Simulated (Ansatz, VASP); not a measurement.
# CuH8C6N2Cl2 (CuH8C6N2Cl2 (C2/m)): VASP beside Ansatz

Aim: how closely do two programs agree when they are given the same cell, functional and k mesh? The structure shown is the start of the Ansatz relaxation below; VASP solves that cell, so the two are compared at the walk's first step.

Main program and level: Ansatz 0.2.0; plane waves, with VASP 6.6.1 beside it; single point at LDA.

### 1. Set-up

The cell holds 152 atoms: 8 Cu, 64 H, 48 C, 16 N and 16 Cl. Cell: a = 11.962 Å, b = 13.154 Å, c = 9.207 Å, α = 90.1°, β = 106.8°, γ = 90.3°. It derives from CuH8C6N2Cl2 (C2/m), repeated 1×2×1. As first built, before any earlier steps moved the atoms (in the runner's words): CuH8C6N2Cl2, space group C2/m, measured structure (Crystallography Open Database), 1 x 2 x 1 conventional cells; every coordinate displaced by a Gaussian of 0.02 A; bonds to H set to neutron lengths (C-H 1.089, N-H 1.015, O-H 0.983, B-H 1.19 A) where the measured ones are shorter.

### 2. Ansatz: relaxation, LDA

Ansatz runs on its default PAW (the set named soft_2) files.

The two programs are compared at the cell with which this relaxation starts, whose forces are those of its first step.

The input, input.yaml:

```yaml
crystal:
  lattice:
    - [11.96061, -0.03225, -0.14324]
    - [-0.03473, 13.15441, -0.02735]
    - [-2.56284, -0.0116, 8.84355]
  atoms:
    - { symbol: Cu, position: [0.952, 0.25094, 0.65718] }
    - { symbol: Cu, position: [0.04429, 0.2521, 0.34301] }
    - { symbol: Cu, position: [0.45591, 0.99768, 0.65648] }
    - { symbol: Cu, position: [0.54825, 0.99875, 0.34252] }
    - { symbol: H, position: [0.82502, 0.40864, 0.46302] }
    - { symbol: H, position: [0.17464, 0.41061, 0.53257] }
    - { symbol: H, position: [0.32958, 0.15385, 0.46265] }
    - { symbol: H, position: [0.67536, 0.15718, 0.53372] }
    - { symbol: H, position: [0.1707, 0.09591, 0.537] }
    - { symbol: H, position: [0.82484, 0.0925, 0.46619] }
    - { symbol: H, position: [0.67427, 0.34098, 0.53622] }
    - { symbol: H, position: [0.32815, 0.33827, 0.46318] }
    - { symbol: H, position: [0.5499, 0.07107, 0.92621] }
    - { symbol: H, position: [0.40324, 0.06086, 0.11422] }
    - { symbol: H, position: [0.05039, 0.32434, 0.92577] }
    - { symbol: H, position: [0.90497, 0.31493, 0.10787] }
    - { symbol: H, position: [0.43647, 0.42917, 0.08435] }
    - { symbol: H, position: [0.54919, 0.42517, 0.92626] }
    - { symbol: H, position: [0.94928, 0.18004, 0.07616] }
    - { symbol: H, position: [0.09782, 0.1889, 0.88495] }
    - { symbol: H, position: [0.62702, 0.17904, 0.01014] }
    - { symbol: H, position: [0.3995, 0.16164, 0.98938] }
    - { symbol: H, position: [0.11962, 0.43609, 0.00952] }
    - { symbol: H, position: [0.89408, 0.42037, 0.98918] }
    - { symbol: H, position: [0.37977, 0.31616, 0.99125] }
    - { symbol: H, position: [0.62843, 0.31864, 0.00903] }
    - { symbol: H, position: [0.87677, 0.07133, 0.98809] }
    - { symbol: H, position: [0.10046, 0.08865, 0.01035] }
    - { symbol: H, position: [0.67267, 0.11146, 0.87427] }
    - { symbol: H, position: [0.30458, 0.16041, 0.10184] }
    - { symbol: H, position: [0.17407, 0.37005, 0.88002] }
    - { symbol: H, position: [0.80276, 0.41013, 0.10534] }
    - { symbol: H, position: [0.31648, 0.36901, 0.12224] }
    - { symbol: H, position: [0.67138, 0.38723, 0.87178] }
    - { symbol: H, position: [0.82573, 0.13517, 0.12249] }
    - { symbol: H, position: [0.19584, 0.08872, 0.89851] }
    - { symbol: C, position: [0.52317, 0.19531, 0.78255] }
    - { symbol: C, position: [0.47467, 0.19582, 0.22086] }
    - { symbol: C, position: [0.02156, 0.44809, 0.78027] }
    - { symbol: C, position: [0.97257, 0.44915, 0.22117] }
    - { symbol: C, position: [0.47593, 0.30109, 0.22074] }
    - { symbol: C, position: [0.52281, 0.30052, 0.78248] }
    - { symbol: C, position: [0.97718, 0.05436, 0.21711] }
    - { symbol: C, position: [0.02568, 0.05396, 0.77895] }
    - { symbol: C, position: [0.88232, 0.4494, 0.55668] }
    - { symbol: C, position: [0.11652, 0.45102, 0.44028] }
    - { symbol: C, position: [0.38534, 0.19536, 0.55677] }
    - { symbol: C, position: [0.6176, 0.19763, 0.44115] }
    - { symbol: C, position: [0.11492, 0.05438, 0.44294] }
    - { symbol: C, position: [0.88262, 0.05208, 0.55877] }
    - { symbol: C, position: [0.6172, 0.3002, 0.4424] }
    - { symbol: C, position: [0.38469, 0.29797, 0.55709] }
    - { symbol: C, position: [0.5968, 0.13726, 0.90546] }
    - { symbol: C, position: [0.39241, 0.14164, 0.10015] }
    - { symbol: C, position: [0.09477, 0.39229, 0.90602] }
    - { symbol: C, position: [0.89063, 0.39553, 0.09959] }
    - { symbol: C, position: [0.39882, 0.35641, 0.0978] }
    - { symbol: C, position: [0.59662, 0.35995, 0.90477] }
    - { symbol: C, position: [0.90369, 0.11225, 0.09387] }
    - { symbol: C, position: [0.10805, 0.1081, 0.8996] }
    - { symbol: "N", position: [0.95188, 0.39836, 0.66664] }
    - { symbol: "N", position: [0.04319, 0.39963, 0.33285] }
    - { symbol: "N", position: [0.45568, 0.14527, 0.6668] }
    - { symbol: "N", position: [0.54521, 0.1463, 0.33284] }
    - { symbol: "N", position: [0.04469, 0.10444, 0.33276] }
    - { symbol: "N", position: [0.9551, 0.10345, 0.66697] }
    - { symbol: "N", position: [0.5455, 0.35102, 0.33424] }
    - { symbol: "N", position: [0.45475, 0.34934, 0.66707] }
    - { symbol: Cl, position: [0.86449, 0.25003, 0.3729] }
    - { symbol: Cl, position: [0.13162, 0.25393, 0.62578] }
    - { symbol: Cl, position: [0.36863, 0.99585, 0.37393] }
    - { symbol: Cl, position: [0.63586, 0.99951, 0.62668] }
    - { symbol: Cl, position: [0.81552, 0.24943, 0.77308] }
    - { symbol: Cl, position: [0.18085, 0.25299, 0.22727] }
    - { symbol: Cl, position: [0.31956, 0.99695, 0.7726] }
    - { symbol: Cl, position: [0.68471, 0.00018, 0.22661] }
    - { symbol: Cu, position: [0.95588, 0.75087, 0.65458] }
    - { symbol: Cu, position: [0.04611, 0.7525, 0.34324] }
    - { symbol: Cu, position: [0.45398, 0.49727, 0.65687] }
    - { symbol: Cu, position: [0.54425, 0.49883, 0.34556] }
    - { symbol: H, position: [0.82586, 0.90872, 0.46389] }
    - { symbol: H, position: [0.17195, 0.9115, 0.53677] }
    - { symbol: H, position: [0.32504, 0.65511, 0.46657] }
    - { symbol: H, position: [0.67237, 0.65685, 0.53668] }
    - { symbol: H, position: [0.17509, 0.59452, 0.53337] }
    - { symbol: H, position: [0.82776, 0.59283, 0.46338] }
    - { symbol: H, position: [0.6753, 0.84105, 0.53677] }
    - { symbol: H, position: [0.3255, 0.83903, 0.46683] }
    - { symbol: H, position: [0.58988, 0.56203, 0.89399] }
    - { symbol: H, position: [0.39155, 0.56284, 0.1257] }
    - { symbol: H, position: [0.06489, 0.82023, 0.91465] }
    - { symbol: H, position: [0.9513, 0.82574, 0.07127] }
    - { symbol: H, position: [0.45, 0.92504, 0.07377] }
    - { symbol: H, position: [0.59347, 0.93507, 0.8929] }
    - { symbol: H, position: [0.91112, 0.68793, 0.10537] }
    - { symbol: H, position: [0.10979, 0.68651, 0.87343] }
    - { symbol: H, position: [0.60649, 0.66959, 0.01084] }
    - { symbol: H, position: [0.40855, 0.65175, 0.99254] }
    - { symbol: H, position: [0.1196, 0.93339, 0.00891] }
    - { symbol: H, position: [0.8689, 0.93167, 0.9923] }
    - { symbol: H, position: [0.38003, 0.81344, 0.99057] }
    - { symbol: H, position: [0.60664, 0.82884, 0.01055] }
    - { symbol: H, position: [0.89259, 0.57991, 0.98917] }
    - { symbol: H, position: [0.09049, 0.599, 0.00708] }
    - { symbol: H, position: [0.69531, 0.6547, 0.8923] }
    - { symbol: H, position: [0.30447, 0.67106, 0.08937] }
    - { symbol: H, position: [0.18452, 0.88215, 0.87852] }
    - { symbol: H, position: [0.83014, 0.86039, 0.13036] }
    - { symbol: H, position: [0.32636, 0.88006, 0.12031] }
    - { symbol: H, position: [0.69688, 0.84126, 0.89334] }
    - { symbol: H, position: [0.8049, 0.59632, 0.10874] }
    - { symbol: H, position: [0.19546, 0.57753, 0.91232] }
    - { symbol: C, position: [0.52653, 0.69549, 0.77867] }
    - { symbol: C, position: [0.47403, 0.6964, 0.22197] }
    - { symbol: C, position: [0.02438, 0.9487, 0.77916] }
    - { symbol: C, position: [0.97721, 0.94915, 0.21751] }
    - { symbol: C, position: [0.4786, 0.80153, 0.21965] }
    - { symbol: C, position: [0.52734, 0.8008, 0.77856] }
    - { symbol: C, position: [0.97351, 0.55445, 0.22124] }
    - { symbol: C, position: [0.02611, 0.55323, 0.77803] }
    - { symbol: C, position: [0.88299, 0.94952, 0.55764] }
    - { symbol: C, position: [0.11544, 0.95176, 0.44282] }
    - { symbol: C, position: [0.38308, 0.69614, 0.55923] }
    - { symbol: C, position: [0.61567, 0.69771, 0.4436] }
    - { symbol: C, position: [0.11704, 0.55358, 0.4406] }
    - { symbol: C, position: [0.88449, 0.55197, 0.55642] }
    - { symbol: C, position: [0.6179, 0.80028, 0.4432] }
    - { symbol: C, position: [0.38358, 0.7987, 0.55927] }
    - { symbol: C, position: [0.60747, 0.64238, 0.90037] }
    - { symbol: C, position: [0.39144, 0.64266, 0.10091] }
    - { symbol: C, position: [0.10166, 0.89354, 0.90212] }
    - { symbol: C, position: [0.9032, 0.88971, 0.09546] }
    - { symbol: C, position: [0.40537, 0.85735, 0.09395] }
    - { symbol: C, position: [0.60904, 0.8546, 0.90015] }
    - { symbol: C, position: [0.89263, 0.60774, 0.09971] }
    - { symbol: C, position: [0.1087, 0.6069, 0.89919] }
    - { symbol: "N", position: [0.95471, 0.89872, 0.66582] }
    - { symbol: "N", position: [0.04526, 0.90037, 0.33298] }
    - { symbol: "N", position: [0.45546, 0.64529, 0.6669] }
    - { symbol: "N", position: [0.54235, 0.64674, 0.33571] }
    - { symbol: "N", position: [0.04466, 0.60455, 0.33308] }
    - { symbol: "N", position: [0.95776, 0.60292, 0.66437] }
    - { symbol: "N", position: [0.54834, 0.85129, 0.33321] }
    - { symbol: "N", position: [0.45682, 0.85019, 0.66667] }
    - { symbol: Cl, position: [0.86623, 0.75112, 0.37369] }
    - { symbol: Cl, position: [0.13539, 0.75333, 0.62377] }
    - { symbol: Cl, position: [0.36467, 0.49641, 0.37613] }
    - { symbol: Cl, position: [0.63378, 0.4985, 0.62655] }
    - { symbol: Cl, position: [0.8216, 0.74789, 0.77326] }
    - { symbol: Cl, position: [0.18113, 0.75367, 0.22543] }
    - { symbol: Cl, position: [0.31861, 0.49622, 0.77407] }
    - { symbol: Cl, position: [0.67855, 0.50194, 0.22692] }
kpoints:
  mp_grid: { grid: [1, 1, 2] }
hamiltonian:
  xc: lda
scf:
  occupations: { method: gaussian, width: 0.05 }
output:
  forces: true
  eigenvalues: true
  stress: true
relax:
  f_tol: 0.05
  max_steps: 70
```

Started as:

```console
$ ansatz run input.yaml --threads 4 --pin off --max-ram 15872MiB --backend cpu --events-out ev --progress --plain --runs-dir out
```

Numbers of over 12 decimals in the logs are rounded to 6 here.

What it wrote:

```text
Warning: output.stress: scf.convergence.dr2_threshold = 1e-7 eV (the SCF's general default) is looser than the 1.08e-8 eV advised for a printed stress (1e-10 eV for each atom of the cell: 152, of which 108 are counted). What an SCF threshold leaves in a stress goes as its square root, and in the free energy as the threshold itself, and one threshold admits the most on a small cell: [figures from the program's tests c [...]
Engine: ansatz 0.2.0, aarch64-unknown-linux-gnu
Pseudopotentials: kind: paw
Pseudopotential: Cu, paw, valence charge 19, recommended cutoff 420 eV (normal), Cu.paw.azcp
Pseudopotential: H, paw, valence charge 1, recommended cutoff 420 eV (normal), H.paw.azcp
Pseudopotential: C, paw, valence charge 4, recommended cutoff 420 eV (normal), C.paw.azcp
Pseudopotential: N, paw, valence charge 5, recommended cutoff 420 eV (normal), N.paw.azcp
Pseudopotential: Cl, paw, valence charge 7, recommended cutoff 420 eV (normal), Cl.paw.azcp
Functional definition: SPW92
  exchange = slater_x
  correlation = pw_c
Crystal: 152 atoms, lattice volume = 1386.553 Å³
Basis set: ecut = 420 eV, 27093 PW (Γ)
Bands: 452, of which v1, the nominal top of the filled ones, is band 300 counted from 1 (299 counted from 0)
Symmetry: 1 space group operations
Space group: P1 (ITA 1), of the structure as read, at distance tolerance 1.1e-4 Å
k-points: 2
Non-local potential: Cu, projectors of the file, l = 0: 3, l = 1: 2, l = 2: 3, l = 3: 1
Non-local potential: H, projectors of the file, l = 0: 2, l = 1: 1
Non-local potential: C, projectors of the file, l = 0: 2, l = 1: 2, l = 2: 1
Non-local potential: N, projectors of the file, l = 0: 2, l = 1: 2, l = 2: 1
Non-local potential: Cl, projectors of the file, l = 0: 2, l = 1: 2, l = 2: 2
PAW form: soft (Blöchl's): semilocal exchange-correlation on the pseudo side does not see the compensation charge
PAW frozen core: Cu, regenerated for the run's functional, and the local potential with it (the file was generated under x = pbe(κ = 0.804, μ = 0.219515), c = pbe(β = 0.066725))
PAW frozen core: C, regenerated for the run's functional, and the local potential with it (the file was generated under x = pbe(κ = 0.804, μ = 0.219515), c = pbe(β = 0.066725))
PAW frozen core: N, regenerated for the run's functional, and the local potential with it (the file was generated under x = pbe(κ = 0.804, μ = 0.219515), c = pbe(β = 0.066725))
PAW frozen core: Cl, regenerated for the run's functional, and the local potential with it (the file was generated under x = pbe(κ = 0.804, μ = 0.219515), c = pbe(β = 0.066725))
PAW one-centre angular grid: Cu, 590 points (default); XC on 64 Gauss nodes
PAW one-centre angular grid: H, 110 points (default); XC on 64 Gauss nodes
PAW one-centre angular grid: C, 110 points (default); XC on 64 Gauss nodes
PAW one-centre angular grid: N, 110 points (default); XC on 64 Gauss nodes
PAW one-centre angular grid: Cl, 110 points (default); XC on 64 Gauss nodes
Initial density: superposition of atomic densities (neutral atoms: chi_scale 0, normalization atom), corrected by the library's trained network
Initial wavefunctions: pseudopotential atomic-orbital guess
Functional: x = slater, c = lda
SCF iter   1: F=—  HF=-87813.051777 eV  |F-HF|=—  |Δ(HF+E_count)|=         —  Δρ=1.41e-2  dr2=2.16e0  ethr=1.77e-3  ⟨swp⟩=5.0  Hψ=3619  notcnv=0  defer=215
preconditioner: auto → LDOS  [metal: Δε(μ)=0.017 eV  Ē_g=14.548 eV  σ=0.050 eV  W_gap=0.18  n_scr=312 (ndim 8)  ℏωp=23.1 eV  f_vac=0.067  D(μ)=60.52/eV (n_scr^D=518)  β→1.0]
SCF iter   2: F=—  HF=-87812.722275 eV  |F-HF|=—  |Δ(HF+E_count)|=   3.30e-1  Δρ=6.49e-3  dr2=4.99e-1  ethr=3.60e-4  ⟨swp⟩=2.0  Hψ=1630  notcnv=0  defer=282
SCF iter   3: F=—  HF=-87812.655496 eV  |F-HF|=—  |Δ(HF+E_count)|=   6.68e-2  Δρ=7.36e-3  dr2=5.48e-1  ethr=8.31e-5  ⟨swp⟩=2.0  Hψ=1244  notcnv=0  defer=282
[...]
- { symbol: C, position: [0.118597, 0.449433, 0.443038] }
    - { symbol: C, position: [0.383155, 0.195086, 0.555003] }
    - { symbol: C, position: [0.620176, 0.197590, 0.442596] }
    - { symbol: C, position: [0.117139, 0.054686, 0.444734] }
    - { symbol: C, position: [0.880119, 0.052105, 0.557191] }
    - { symbol: C, position: [0.618809, 0.301827, 0.444946] }
    - { symbol: C, position: [0.381926, 0.299357, 0.555992] }
    - { symbol: C, position: [0.597636, 0.135514, 0.912316] }
    - { symbol: C, position: [0.391169, 0.140933, 0.093098] }
    - { symbol: C, position: [0.093908, 0.389655, 0.914274] }
    - { symbol: C, position: [0.888353, 0.393337, 0.094173] }
    - { symbol: C, position: [0.396876, 0.359432, 0.091984] }
    - { symbol: C, position: [0.597977, 0.362121, 0.911679] }
    - { symbol: C, position: [0.902862, 0.114148, 0.087142] }
    - { symbol: C, position: [0.109214, 0.108726, 0.906674] }
    - { symbol: N, position: [0.949686, 0.396374, 0.668594] }
    - { symbol: N, position: [0.043485, 0.397740, 0.333074] }
    - { symbol: N, position: [0.455516, 0.144580, 0.667241] }
    - { symbol: N, position: [0.546854, 0.145886, 0.331003] }
    - { symbol: N, position: [0.044909, 0.105189, 0.332365] }
    - { symbol: N, position: [0.953486, 0.103824, 0.668727] }
    - { symbol: N, position: [0.545369, 0.353099, 0.334391] }
    - { symbol: N, position: [0.453725, 0.351130, 0.668526] }
    - { symbol: Cl, position: [0.858705, 0.249628, 0.368126] }
    - { symbol: Cl, position: [0.135502, 0.253093, 0.632357] }
    - { symbol: Cl, position: [0.364782, 0.996681, 0.367373] }
    - { symbol: Cl, position: [0.641629, 0.999965, 0.631432] }
    - { symbol: Cl, position: [0.808621, 0.248883, 0.776265] }
    - { symbol: Cl, position: [0.185573, 0.252554, 0.226753] }
    - { symbol: Cl, position: [0.314875, 0.997362, 0.773142] }
    - { symbol: Cl, position: [0.691679, 0.000745171, 0.223496] }
    - { symbol: Cu, position: [0.955924, 0.750020, 0.654167] }
    - { symbol: Cu, position: [0.047867, 0.751989, 0.341953] }
    - { symbol: Cu, position: [0.452185, 0.497797, 0.658151] }
    - { symbol: Cu, position: [0.544178, 0.499660, 0.345898] }
    - { symbol: H, position: [0.824164, 0.906160, 0.458552] }
    - { symbol: H, position: [0.175882, 0.909077, 0.539389] }
    - { symbol: H, position: [0.321510, 0.654093, 0.462192] }
    - { symbol: H, position: [0.674553, 0.655711, 0.541252] }
    - { symbol: H, position: [0.178598, 0.595540, 0.537820] }
    - { symbol: H, position: [0.825482, 0.593969, 0.458861] }
    - { symbol: H, position: [0.679308, 0.843548, 0.539857] }
    - { symbol: H, position: [0.323185, 0.841705, 0.461794] }
    - { symbol: H, position: [0.589108, 0.559538, 0.902962] }
    - { symbol: H, position: [0.385955, 0.561119, 0.121121] }
    - { symbol: H, position: [0.065386, 0.816066, 0.921771] }
    - { symbol: H, position: [0.951581, 0.823479, 0.061862] }
    - { symbol: H, position: [0.453410, 0.927382, 0.062960] }
    - { symbol: H, position: [0.595832, 0.938837, 0.899953] }
    - { symbol: H, position: [0.912095, 0.690366, 0.096231] }
    - { symbol: H, position: [0.115435, 0.688158, 0.878012] }
    - { symbol: H, position: [0.609190, 0.670920, 0.019381] }
    - { symbol: H, position: [0.410270, 0.648175, 0.984502] }
    - { symbol: H, position: [0.122919, 0.931371, 0.016840] }
    - { symbol: H, position: [0.865961, 0.931052, 0.983890] }
    - { symbol: H, position: [0.378775, 0.814170, 0.981121] }
    - { symbol: H, position: [0.610667, 0.829506, 0.018443] }
    - { symbol: H, position: [0.889963, 0.578471, 0.980687] }
    - { symbol: H, position: [0.088744, 0.602636, 0.014985] }
    - { symbol: H, position: [0.697178, 0.651855, 0.895624] }
    - { symbol: H, position: [0.302362, 0.674120, 0.078625] }
    - { symbol: H, position: [0.187329, 0.877588, 0.882653] }
    - { symbol: H, position: [0.828277, 0.856050, 0.124545] }
    - { symbol: H, position: [0.326682, 0.885870, 0.113004] }
    - { symbol: H, position: [0.700398, 0.843529, 0.896097] }
    - { symbol: H, position: [0.803175, 0.599343, 0.105447] }
    - { symbol: H, position: [0.197487, 0.574517, 0.923120] }
    - { symbol: C, position: [0.525937, 0.695311, 0.782592] }
    - { symbol: C, position: [0.473983, 0.696357, 0.217769] }
    - { symbol: C, position: [0.024880, 0.946907, 0.782827] }
    - { symbol: C, position: [0.976779, 0.947985, 0.213287] }
    - { symbol: C, position: [0.479674, 0.803007, 0.214625] }
    - { symbol: C, position: [0.527616, 0.802167, 0.782011] }
    - { symbol: C, position: [0.974148, 0.554599, 0.217345] }
    - { symbol: C, position: [0.026183, 0.553261, 0.782199] }
    - { symbol: C, position: [0.881385, 0.947866, 0.554978] }
[...]
- { symbol: C, position: [0.608078, 0.641245, 0.906827] }
    - { symbol: C, position: [0.390128, 0.641921, 0.093891] }
    - { symbol: C, position: [0.103432, 0.890420, 0.907952] }
    - { symbol: C, position: [0.901858, 0.887619, 0.088448] }
    - { symbol: C, position: [0.406198, 0.859943, 0.085666] }
    - { symbol: C, position: [0.611400, 0.856757, 0.905582] }
    - { symbol: C, position: [0.892122, 0.608852, 0.093220] }
    - { symbol: C, position: [0.109997, 0.607651, 0.906178] }
    - { symbol: N, position: [0.954787, 0.896599, 0.665577] }
    - { symbol: N, position: [0.046213, 0.898628, 0.331531] }
    - { symbol: N, position: [0.453634, 0.644645, 0.667717] }
    - { symbol: N, position: [0.542295, 0.646285, 0.335578] }
    - { symbol: N, position: [0.046481, 0.605167, 0.332301] }
    - { symbol: N, position: [0.957815, 0.603370, 0.664482] }
    - { symbol: N, position: [0.550553, 0.853266, 0.331222] }
    - { symbol: N, position: [0.456572, 0.852067, 0.666503] }
    - { symbol: Cl, position: [0.861848, 0.750098, 0.367552] }
    - { symbol: Cl, position: [0.141521, 0.752713, 0.628671] }
    - { symbol: Cl, position: [0.358557, 0.497043, 0.371257] }
    - { symbol: Cl, position: [0.638140, 0.499496, 0.632637] }
    - { symbol: Cl, position: [0.817483, 0.746931, 0.773496] }
    - { symbol: Cl, position: [0.187763, 0.753834, 0.224335] }
    - { symbol: Cl, position: [0.312107, 0.496081, 0.775428] }
    - { symbol: Cl, position: [0.682567, 0.502903, 0.226472] }
```

[end of part 1 of 2]

[Lines on the potential files, build, host, timing and source positions are cut from VASP's logs without a mark.]

[Logs are printed without paths, hosts, clocks, repeated set-up lines and the standing remarks that a program may print on its own settings, such as how far it seeks lower states.]

[Hosts, paths, dates, database ids (printed as entryN), source tags and the programs' standing remarks are cut or masked in the printed files.]
